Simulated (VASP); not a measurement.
A calculation with VASP 6.6.1 of Zn3P (ASE script, structure typed inline):

File run.py:

```python
from ase import Atoms
from ase.calculators.vasp import Vasp
from ase.dft.bandgap import bandgap

atoms = Atoms(
    ['Zn', 'Zn', 'Zn', 'P'],
    cell=[[3.975518, 0.0, 0.0], [0.0, 3.975518, 0.0], [0.0, 0.0, 3.975518]],
    scaled_positions=[[0.5, 0.5, 0.0], [0.5, 0.0, 0.5], [0.0, 0.5, 0.5], [0.0, 0.0, 0.0]],
    pbc=True,
)
calc = Vasp(
    directory='calc',
    xc='rpbe',
    pp='PBE',
    setups='materialsproject',
    prec='Accurate',
    encut=520,
    ediff=1e-06,
    ismear=0,
    sigma=0.1,
    lreal=False,
    lasph=True,
    nelm=80,
    algo='Normal',
    isif=2,
    lwave=False,
    lcharg=False,
    kpts=[7, 7, 7],
    gamma=True,
)
atoms.calc = calc

print('energy (eV):', atoms.get_potential_energy())
print('free energy (eV):', atoms.get_potential_energy(force_consistent=True))
print('forces (eV/A):')
print(atoms.get_forces())
print('stress (eV/A^3, Voigt):', atoms.get_stress())
print('Fermi level (eV):', calc.get_fermi_level())
gap, top, bottom = bandgap(calc)
print('band gap (eV):', gap, 'from (spin, k, band)', top, 'to', bottom)
```

Potentials or basis: VASP PAW PBE potentials, release 64 (Zn, P).

The run is started by

```bash
$ python run.py
```

The cell comes from a database or a generator and needn't be the stable form of this composition.

Q: Write the same calculation in another form: native input, structure from a POSCAR.

A: As run:

Contents of INCAR:

```
SYSTEM = Zn3P
ALGO = Normal
EDIFF = 1E-6
ENCUT = 520
GGA = RP
ISIF = 2
ISMEAR = 0
LASPH = .True.
LCHARG = .False.
LREAL = .False.
LWAVE = .False.
NBANDS = 28
NELM = 100
PREC = Accurate
SIGMA = 0.1
```

File KPOINTS:

```
k-points
0
Gamma
  7 7 7
  0 0 0
```

Contents of POSCAR:

```
Zn3P
1.0
    3.9755180000      0.0000000000      0.0000000000
    0.0000000000      3.9755180000      0.0000000000
    0.0000000000      0.0000000000      3.9755180000
Zn P
3 1
Cartesian
    1.9877590000      1.9877590000      0.0000000000
    1.9877590000      0.0000000000      1.9877590000
    0.0000000000      1.9877590000      1.9877590000
    0.0000000000      0.0000000000      0.0000000000
```

Potentials or basis: VASP PAW PBE potentials, release 64 (Zn, P).

Run with:

```bash
$ cat potpaw_PBE.64/Zn/POTCAR potpaw_PBE.64/P/POTCAR > POTCAR
$ mpirun -np 1 vasp_std > vasp.out
```

Both were run:

|  | ASE script, structure typed inline | native input, structure from a POSCAR |
| --- | --- | --- |
| Pressure | 1.9 GPa | 1.9 GPa |
| Band gap on the k mesh | none (metal or under the smearing width) | none (metal or under the smearing width) |

Keys that steer only the numerical path or the files written may differ.

Caveat: the PAW data sets were made with another functional, which shifts forces and pressure a little.
